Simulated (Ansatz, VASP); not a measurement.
# CaO (Lime) in two plane-wave programs, part 3 of 3

One calculation is typed for both programs; each brings its own data sets. How far apart do they land? The cell is taken from a series of runs on this material, whose earlier steps may have relaxed, scaled, displaced or heated it; both programs get it as it stands.

VASP 6.6.1 and Ansatz 0.2.0.

So far: Ansatz: zone-centre phonons, LDA, pair 1; Differences; Ansatz: zone-centre phonons, LDA, pair 2; VASP: zone-centre phonons, LDA, pair 2; Side by side; Ansatz: zone-centre phonons, LDA, pair 3.

### 9. VASP: zone-centre phonons, LDA, pair 3

Level of this step: LDA; plane waves and PAW (O, Ca_sv) (VASP).

The same cell, functional (in two slightly different forms) and mesh now go to VASP, with its own data sets.

INCAR reads:

```
SYSTEM = CaO
PREC = Accurate
ENCUT = 600
EDIFF = 1E-08
NELM = 120
ISMEAR = 0
SIGMA = 0.01
LREAL = .FALSE.
ALGO = Normal
GGA = CA
NBANDS = 14
LORBIT = 11
LWAVE = .FALSE.
LCHARG = .FALSE.
ISIF = 2
IBRION = 8
LEPSILON = .TRUE.
LASPH = .TRUE.
GGA_COMPAT = .FALSE.
EFERMI = MIDGAP
KPAR = 2
```

POSCAR reads:

```
CaO
1.0
    0.0000000000      2.3056327754      2.3056327754
    2.3056327754      0.0000000000      2.3056327754
    2.3056327754      2.3056327754      0.0000000000
O Ca
1 1
Direct
    0.5000000000      0.5000000000      0.5000000000
    0.0000000000      0.0000000000      0.0000000000
```

KPOINTS reads:

```
Automatic mesh
0
Gamma
8 8 8
0 0 0
```

Potentials, in the order of the species: O and Ca_sv (LDA family, release 64).

The run is started by

```bash
$ mpirun -np 2 vasp_std
```

Numbers of over 12 decimals in the logs are rounded to 6 here.

The program printed:

```text
[... set-up lines as in an earlier step ...]
 entering main loop
       N       E                     dE             d eps       ncg     rms          rms(c)
DAV:   1     0.137491295213E+03    0.13749E+03   -0.94252E+03   812   0.134E+03
DAV:   2    -0.968031263436E+01   -0.14717E+03   -0.13739E+03  1056   0.330E+02
DAV:   3    -0.157507929980E+02   -0.60705E+01   -0.60222E+01   886   0.695E+01
DAV:   4    -0.159159443484E+02   -0.16515E+00   -0.16501E+00  1240   0.998E+00
[...]
DAV:  12    -0.141679347228E+02    0.85737E-06   -0.38770E-06   950   0.243E-02    0.238E-03
DAV:  13    -0.141679346793E+02    0.43442E-07   -0.47391E-07  1182   0.547E-03    0.111E-03
DAV:  14    -0.141679346713E+02    0.80267E-08   -0.21291E-08   846   0.186E-03
   1 F= -.14167935E+02 E0= -.14167935E+02  d E =0.000000E+00
 Linear response reoptimize wavefunctions to high precision
DAV:   1    -0.141679346718E+02   -0.50341E-09   -0.44108E-09   894   0.641E-04
DAV:   2    -0.141679346718E+02   -0.17280E-10   -0.12924E-10   418   0.105E-04
 Linear response G [H, r] |phi>, progress :
  Direction:   1
[...]
RMM:  16    -0.357330014508E+00    0.16861E-08   -0.67443E-08  2939   0.949E-06    0.375E-07
 first order change of Fermi-energy   0.41168E-04
 force on displaced ion       1 direction 1 :  -5.004   0.000   0.000
 Born effective charge ion    1 direction 1 :  -2.409   0.000   0.000
 Linear response progress:
  Degree of freedom:   2/  2
       N       E                     dE             d eps       ncg     rms          rms(c)
RMM:   1    -0.428243685819E+00   -0.42824E+00    0.73441E-01  1881   0.111E+01
RMM:   2    -0.380066492477E+00    0.48177E-01   -0.62722E-02  2587   0.244E+00    0.191E-01
RMM:   3    -0.380763368596E+00   -0.69688E-03   -0.17420E-02  3372   0.713E-01    0.133E-01
RMM:   4    -0.381113399241E+00   -0.35003E-03   -0.34661E-03  3636   0.294E-01    0.679E-02
[...]
RMM:  19    -0.380992979055E+00   -0.32520E-07   -0.34221E-07  3786   0.940E-04    0.223E-04
RMM:  20    -0.380993085097E+00   -0.10604E-06   -0.63716E-08  3166   0.831E-04    0.232E-04
RMM:  21    -0.380993246590E+00   -0.16149E-06    0.63579E-07  3293   0.741E-04    0.234E-04
 first order change of Fermi-energy  -0.51863E-03
 force on displaced ion       2 direction 1 :  -5.029   0.000   0.000
 Born effective charge ion    2 direction 1 :   2.407   0.000   0.000
 Born effective charges drift removed
 Linear response finished
```

OUTCAR, selected parts (step 9):

```text
  Total        1.5761227      1.5761227      1.5761227     -0.0000000     -0.0000000     -0.0000000
  in kB      103.0149372    103.0149372    103.0149372     -0.0000000     -0.0000000     -0.0000000
  external PRESSURE =     103.0149372 kB  Pullay stress =       0.0000000 kB

 POSITION                                       TOTAL-FORCE (eV/Angst)
 -----------------------------------------------------------------------------------
      2.30563      2.30563      2.30563        -0.000000     -0.000000     -0.000000
      0.00000      0.00000      0.00000         0.000000      0.000000      0.000000
 -----------------------------------------------------------------------------------
    total drift:                                0.000000      0.000000      0.000000

 MACROSCOPIC STATIC DIELECTRIC TENSOR (including local field effects in DFT)
 ------------------------------------------------------
           3.938618     0.000000     0.000000
           0.000000     3.938618     0.000000
           0.000000    -0.000000     3.938618
 ------------------------------------------------------

 MACROSCOPIC STATIC DIELECTRIC TENSOR IONIC CONTRIBUTION
 ------------------------------------------------------
           8.539085    -0.000000     0.000000
          -0.000000     8.539085    -0.000000
           0.000000     0.000000     8.539085
 ------------------------------------------------------

[... 1 part as in an earlier step ...]

[... 1 further part left out ...]
```

### 10. Differences

Both answers:

```csv
quantity,Ansatz,VASP,difference
ε∞ xx,3.93,3.94,-0.20 %
ε∞ yy,3.93,3.94,-0.20 %
ε∞ zz,3.93,3.94,-0.20 %
Born charge of O1 (mean of the diagonal) (e),-2.40,-2.41,0.00
Born charge of Ca2 (mean of the diagonal) (e),2.40,2.41,0.00
optical mode 1 to 3 (cm⁻¹),336.1,345.2,-2.63 %
```

Modes are paired by rising frequency, not by their patterns, so a pair may set unlike modes beside each other; they are those without the splitting of longitudinal modes.

### 11. What came out

```
r.m.s. difference of the optical zone-centre modes, each program's sorted by frequency (zone-centre phonons, LDA, pair 1) : 8.6 cm⁻¹
difference in optical mode 1 to 3 (zone-centre phonons, LDA, pair 1)                                                      : -2.3 %
r.m.s. difference of the optical zone-centre modes, each program's sorted by frequency (zone-centre phonons, LDA, pair 2) : 8.8 cm⁻¹
difference in optical mode 1 to 3 (zone-centre phonons, LDA, pair 2)                                                      : -2.5 %
r.m.s. difference of the optical zone-centre modes, each program's sorted by frequency (zone-centre phonons, LDA, pair 3) : 9.1 cm⁻¹
difference in optical mode 1 to 3 (zone-centre phonons, LDA, pair 3)                                                      : -2.6 %
```

**Reading.** The r.m.s. difference of the optical zone-centre modes, each program's sorted by frequency is 8.6 cm⁻¹ (zone-centre phonons, LDA, pair 1). Among the rows given in per cent, the largest difference of the zone-centre phonons, LDA, pair 1 pair is in optical mode 1 to 3, -2.3 %. Among the rows given in per cent, the largest difference of the zone-centre phonons, LDA, pair 2 pair is in optical mode 1 to 3, -2.5 %. Among the rows given in per cent, the largest difference of the zone-centre phonons, LDA, pair 3 pair is in optical mode 1 to 3, -2.6 %. 5 further runs of this series are not shown here. Such differences can come from data sets, numerical settings and the points named under the comparisons, not from the functional's error against experiment.

[Lines on the potential files, build, host, timing and source positions are cut from VASP's logs without a mark.]

[Logs are printed without paths, hosts, clocks, repeated set-up lines and the standing remarks that a program may print on its own settings, such as how far it seeks lower states.]

[Hosts, paths, dates, database ids (printed as entryN), source tags and the programs' standing remarks are cut or masked in the printed files.]
